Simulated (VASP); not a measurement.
Given:

```yaml
crystal:
  lattice:
    - [1.60080, -2.77268, 0.00000]
    - [1.60080, 2.77268, 0.00000]
    - [0.00000, 0.00000, 5.13097]
  atoms:
    - { symbol: Zn, position: [0.66667, 0.33333, 0.50029] }
    - { symbol: Zn, position: [0.33333, 0.66667, 0.00029] }
    - { symbol: O, position: [0.66667, 0.33333, 0.88171] }
    - { symbol: O, position: [0.33333, 0.66667, 0.38171] }
```

Computed with TPSS meta-GGA, VASP's PBE PAW potentials (set 64) (plane waves; VASP). Run with 520 eV cut-off, 8×8×4 Γ-centred mesh, Gaussian smearing of 0.050 eV, potentials Zn O.

Task: Predict the energy per atom (σ→0), pressure.

Result: 
```yaml
energy per atom (σ→0): -9.560 eV/atom
pressure: 9.95 GPa
```

The compound is ZnO in the wurtzite structure. This cell is one point of a volume scan, at 0.94 of the reference volume.
